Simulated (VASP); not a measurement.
## KNaSO4 (space group P-3m1): computed properties

Method: r2SCAN meta-GGA, VASP's PBE PAW potentials (set 64) (plane waves; VASP 6.6.1).

* **space group**: P-3m1 (164)
* **cell**: a = 5.569 Å, b = 5.569 Å, c = 7.132 Å, α = 90.00°, β = 90.00°, γ = 120.00°
* **volume per atom**: 13.68 Å³/atom
* **band gap (over mesh and band path)**: 6.20 eV
* **smallest direct gap (over mesh and band path)**: 6.27 eV
* **band-edge character**: indirect, M to Γ
* **density**: 2.74 g/cm³

```cif
data_K2Na2O8S2
_chemical_formula_sum 'K2 Na2 S2 O8'
_space_group_name_H-M_alt 'P 1'
_space_group_IT_number 1
_cell_length_a 5.56874
_cell_length_b 5.56874
_cell_length_c 7.13219
_cell_angle_alpha 90.000
_cell_angle_beta 90.000
_cell_angle_gamma 120.000
loop_
_space_group_symop_operation_xyz
  'x, y, z'
loop_
_atom_site_label
_atom_site_type_symbol
_atom_site_fract_x
_atom_site_fract_y
_atom_site_fract_z
_atom_site_occupancy
K1 K 0.33333 0.66667 0.66254 1
K2 K 0.66667 0.33333 0.33746 1
Na1 Na 0.00000 0.00000 0.50000 1
Na2 Na 0.00000 0.00000 0.00000 1
S1 S 0.33333 0.66667 0.21705 1
S2 S 0.66667 0.33333 0.78295 1
O1 O 0.81125 0.62249 0.70920 1
O2 O 0.18875 0.37751 0.29080 1
O3 O 0.37751 0.18875 0.70920 1
O4 O 0.62249 0.81125 0.29080 1
O5 O 0.81125 0.18875 0.70920 1
O6 O 0.18875 0.81125 0.29080 1
O7 O 0.66667 0.33333 0.98631 1
O8 O 0.33333 0.66667 0.01369 1
```

The structure comes from a computed database's KNaSO4 entry (P-3m1); how it stands against other phases isn't given here. It was relaxed first, which changed the volume by -6 %. Symmetry was kept, so distortions that lower it aren't found.
